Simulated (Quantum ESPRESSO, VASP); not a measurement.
Given: the input of a run of Quantum ESPRESSO 7.5 on Nb2HPb2. The cell comes from a database or a generator and needn't be the stable form of this composition.

File pw.in:

```
&CONTROL
  calculation = 'scf'
  prefix = 'pwscf'
  outdir = './tmp'
  pseudo_dir = './pseudo'
  tprnfor = .true.
  tstress = .true.
  disk_io = 'nowf'
/
&SYSTEM
  ibrav = 0
  nat = 5
  ntyp = 3
  ecutwfc = 60
  ecutrho = 480
  nbnd = 37
  occupations = 'smearing'
  smearing = 'fd'
  degauss = 0.00367493
/
&ELECTRONS
  conv_thr = 1d-09
  electron_maxstep = 120
  mixing_beta = 0.5
/
ATOMIC_SPECIES
Nb    92.9064 Nb.pbe-spn-kjpaw_psl.0.3.0.UPF
H      1.0080 H.pbe-rrkjus_psl.1.0.0.UPF
Pb   207.2000 Pb.pbe-dn-kjpaw_psl.0.2.2.UPF
CELL_PARAMETERS angstrom
   4.4969678100    0.0000000000    0.0000000000
  -2.2484839100    3.8944883700    0.0000000000
   0.0000000000    0.0000000000    7.4329031700
ATOMIC_POSITIONS crystal
Nb     0.6666666700    0.3333333300    0.3750441700
Nb     0.3333333300    0.6666666700    0.6249558300
H      0.0000000000    0.0000000000    0.0000000000
Pb     0.6666666700    0.3333333300    0.7467348600
Pb     0.3333333300    0.6666666700    0.2532651400
K_POINTS automatic
7 7 4 0 0 0
```

Potentials or basis: SSSP 1.3 efficiency PBE.

The run is started by

```bash
$ OMP_NUM_THREADS=1 pw.x -in pw.in > pw.out
```

Question: Translate it to VASP 6.6.1. Potentials or basis there: PBE PAW files H, Nb_sv, Pb_d, 520 eV.

Answer: As run (cutoffs and basis follow the program's own potentials, and thresholds, step limits or extra output files can differ):

File INCAR:

```
ALGO = Normal
EDIFF = 1E-7
ENCUT = 520
GGA = PE
ISIF = 2
ISMEAR = -1
LASPH = T
LCHARG = T
LELF = T
LREAL = F
LVHAR = T
LWAVE = F
NBANDS = 36
NELM = 60
PREC = Accurate
SIGMA = 0.05
```

KPOINTS

```
k-points
0
Gamma
  7 7 4
```

POSCAR

```
Nb2HPb2
1.0
    4.4969678100      0.0000000000      0.0000000000
   -2.2484839100      3.8944883700      0.0000000000
    0.0000000000      0.0000000000      7.4329031700
Nb H Pb
2 1 2
Direct
    0.6666666700      0.3333333300      0.3750441700
    0.3333333300      0.6666666700      0.6249558300
    0.0000000000      0.0000000000      0.0000000000
    0.6666666700      0.3333333300      0.7467348600
    0.3333333300      0.6666666700      0.2532651400
```

Potentials or basis: VASP PAW PBE potentials, release 64 (Nb_sv, H, Pb_d).

Run with:

```console
$ cat potpaw_PBE.64/Nb_sv/POTCAR potpaw_PBE.64/H/POTCAR potpaw_PBE.64/Pb_d/POTCAR > POTCAR
$ mpirun -np 1 vasp_std > vasp.out
```

Both were run:

|  | Quantum ESPRESSO | VASP |
| --- | --- | --- |
| Pressure | 3.6 GPa | 3.4 GPa |
| Largest force | 2.265 eV/Å | 2.233 eV/Å |

Pressure is positive in compression.
